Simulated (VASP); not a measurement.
OSZICAR of a VASP run on RuAl (CsCl type):

File OSZICAR:
```
       N       E                     dE             d eps       ncg     rms          rms(c)
DAV:   1     0.118532132193E+03    0.11853E+03   -0.94460E+03  2888   0.133E+03
DAV:   2    -0.845376802646E+01   -0.12699E+03   -0.12241E+03  3168   0.349E+02
DAV:   3    -0.107644910296E+02   -0.23107E+01   -0.22725E+01  3396   0.482E+01
DAV:   4    -0.107878844502E+02   -0.23393E-01   -0.23372E-01  3348   0.493E+00
DAV:   5    -0.107884915991E+02   -0.60715E-03   -0.60696E-03  3612   0.699E-01    0.124E+01
DAV:   6    -0.102273923412E+02    0.56110E+00   -0.35303E+00  3060   0.215E+01    0.241E+00
DAV:   7    -0.101577428330E+02    0.69650E-01   -0.28892E-01  3072   0.641E+00    0.216E+00
DAV:   8    -0.101431814204E+02    0.14561E-01   -0.17570E-02  3148   0.143E+00    0.185E-01
DAV:   9    -0.101430742409E+02    0.10718E-03   -0.30055E-04  3384   0.168E-01    0.122E-01
DAV:  10    -0.101430765882E+02   -0.23473E-05   -0.31441E-05  3472   0.722E-02    0.943E-03
DAV:  11    -0.101430742994E+02    0.22888E-05   -0.22097E-06  3484   0.189E-02    0.493E-03
DAV:  12    -0.101430742541E+02    0.45334E-07   -0.79263E-08  1828   0.287E-03
   1 F= -.10143074E+02 E0= -.10143074E+02  d E =0.000000E+00
```

Which electronic solver shows in the log?

It is blocked Davidson (ALGO = Normal, or the opening steps of other solvers). The INCAR had ALGO = Normal.

Can the final energy be trusted as converged?

The calculation finished and met its thresholds. It stopped with EDIFF = 1E-7, NELM = 100 (optB86b-vdW, plane waves, VASP's PBE PAW potentials (set 64)).

The compound is RuAl in the CsCl type structure. The cell was not relaxed at this level. The electron count is odd and the run is not spin-polarised, which forces a metal.
